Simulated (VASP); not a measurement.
Crystal: BrCIH2, in a box.

```
CELL_PARAMETERS angstrom
13.00000 0.00000 0.00000
0.00000 11.00000 0.00000
0.00000 0.00000 12.00000
ATOMIC_POSITIONS crystal
Br 0.37669 0.47731 0.53087
C 0.51786 0.49302 0.48617
I 0.62531 0.41475 0.59882
H 0.53558 0.58907 0.48019
H 0.52708 0.44716 0.40685
```

Base run:

- Program: VASP 6.6.1
- Functional: PBE
- Dispersion: D4
- Potentials or basis: VASP PAW PBE potentials, release 64 (Br, C, I, H)
- Cutoff: 520 eV
- k mesh: 1 × 1 × 1
- Occupations: gaussian, width 0.01 eV
- Spin: no spin polarisation

Its results: gap between the frontier levels 3.99 eV; largest force 0.397 eV/Å.

Problem. After a change of settings the same cell gave: gap between the frontier levels 6.00 eV; largest force 0.062 eV/Å. Which change was it?
A. dispersion from D4 to none; further incar settings from ALGO = Normal; EDIFF = 1e-06; NBANDS = 18 to ALGO = Normal; EDIFF = 1e-07; NBANDS = 18
B. dispersion from D4 to TS; further incar settings from ALGO = Normal; EDIFF = 1e-06; NBANDS = 18 to ALGO = Normal; EDIFF = 1e-06
C. functional from PBE to PBE0
D. functional from PBE to revPBE; further incar settings from ALGO = Normal; EDIFF = 1e-06; NBANDS = 18 to ALGO = Normal; EDIFF = 1e-06

Solution. C.

PBE0 gives the wider gap, since exact exchange removes part of the self-interaction.

Caveats: spin-orbit coupling is left out, which moves the levels of the heavy elements; the PAW data sets were made with another functional, which shifts forces and pressure a little (some runs).

Not every run made on this cell is shown here.
